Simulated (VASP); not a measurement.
A run of VASP 6.6.1:

INCAR

```
ALGO = Normal
EDIFF = 1E-6
ENCUT = 520
GGA = PS
ISIF = 2
ISMEAR = -1
LASPH = T
LCHARG = F
LREAL = F
LWAVE = F
NBANDS = 33
NELM = 100
PREC = Accurate
SIGMA = 0.1
```

Contents of KPOINTS:

```
k-points
0
Gamma
  4 4 4
```

POSCAR

```
Ba3PbO
1.0
    5.4590000000      0.0000000000      0.0000000000
    0.0000000000      5.4590000000      0.0000000000
    0.0000000000      0.0000000000      5.4590000000
Ba Pb O
3 1 1
Direct
    0.0000000000      0.5000000000      0.5000000000
    0.5000000000      0.0000000000      0.5000000000
    0.5000000000      0.5000000000      0.0000000000
    0.0000000000      0.0000000000      0.0000000000
    0.5000000000      0.5000000000      0.5000000000
```

Potentials or basis: VASP PAW PBE potentials, release 64 (Ba_sv, Pb_d, O).

Launch:

```sh
$ cat potpaw_PBE.64/Ba_sv/POTCAR potpaw_PBE.64/Pb_d/POTCAR potpaw_PBE.64/O/POTCAR > POTCAR
$ mpirun -np 1 vasp_std > vasp.out
```

Hardware: 1 thread of Intel(R) Xeon(R) 6975P-C (Granite Rapids), with other jobs on the host.

Question: How long does it take, and how much memory?

Answer: Wall time 26 s on 1 thread of Intel(R) Xeon(R) 6975P-C (Granite Rapids) (shared host), peak memory 0.27 GiB. Counts: scf iterations 14, k points 10.
